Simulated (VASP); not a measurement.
MgVOF2: equation of state with PBE

The system is MgVOF2.

```
V Mg F O
1.0
     4.80401   -2.07601    0.00000
     4.80401    2.07601    0.00000
    -0.06437    0.00000    3.44935
V Mg F O
1 1 2 1
Cartesian
  9.4119 0.0000 0.0244
  6.0877 0.0000 1.7828
  1.1525 0.0000 1.7793
  8.0453 0.0000 1.7236
  5.1733 0.0000 0.0413
```

The cell comes from a database or a generator and needn't be the stable form of this composition.

* Program: VASP 6.6.1
* Task: equation of state
* Functional: PBE
* Potentials or basis: VASP PAW PBE potentials, release 64 (V_sv, Mg, F, O)
* Cutoff: 520 eV
* k mesh: 7 × 7 × 8
* Occupations: fermi-dirac, width 0.05 eV
* Spin: collinear spin, ferromagnetic start
* Starting moments: [2.0, 0.0, 0.0, 0.0, 0.0] μB

* Equilibrium volume: 13.42 Å³/atom
* Bulk modulus at fixed shape and positions: 97 GPa
* Pressure derivative of the bulk modulus: 4.4

Energy against volume, from the lowest point:
| volume (Å³/atom) | energy (meV/atom) |
| --- | --- |
| 12.935 | 5.63 |
| 13.210 | 0.95 |
| 13.485 | 0.00 |
| 13.760 | 2.39 |
| 14.036 | 7.77 |
| 14.311 | 15.84 |
| 14.586 | 26.30 |

All runs of the series together: 49 min on 1 thread of Intel(R) Xeon(R) Platinum 8488C (Sapphire Rapids) (shared host).

Caveat: the cell was scaled at fixed shape and fractional positions, which overstates the stiffness of a crystal with free parameters, most of all of layers and chains.
